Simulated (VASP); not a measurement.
Relaxed, unreconstructed slabs of Mg (hcp). Level of theory: PBEsol GGA, VASP's PBE PAW potentials (set 64) (plane waves; VASP).

Slab and bulk use different k-meshes, so the surface energy is good to a few per cent at best.

Question: Order the faces (100) [8 atoms], (001) [4 atoms] by surface energy, lowest first.

Answer: (001) [4 atoms] (0.60 J/m²), (100) [8 atoms] (0.70 J/m²)

Question: And what are their work functions?

Answer: (100) [8 atoms] 3.64 eV, (001) [4 atoms] 3.66 eV.

Runs of the series that failed, ran out of time, didn't relax or are held back are left out, and each face is given by its thickest slab.

The cell is a thin slab with vacuum, built from Mg (hcp).
